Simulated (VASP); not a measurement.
Input:

```
CELL_PARAMETERS angstrom
      0.00000     2.78630     2.67485
      2.78630     0.00000     2.67485
      2.78630     2.78630     0.00000
ATOMIC_POSITIONS crystal
  Ca 0.00000 0.00000 0.00000
```

These are r2SCAN meta-GGA, VASP's PBE PAW potentials (set 64) (plane waves; VASP 6.6.1) values and carry that method's errors. Settings: 480 eV cut-off, 10×10×10 Γ-centred mesh, first-order Methfessel-Paxton smearing of 0.10 eV, potentials Ca_sv.

Q: What does the run give for the energy per atom (σ→0), band gap (on the k-mesh) with the smallest direct gap where there is one?

A: 
The band gap (on the k-mesh) is none (metal, semimetal or under 0.01 eV) and the energy per atom (σ→0) is -7.028 eV/atom.

The compound is Ca in the fcc structure. This cell was strained or had an atom moved on purpose.
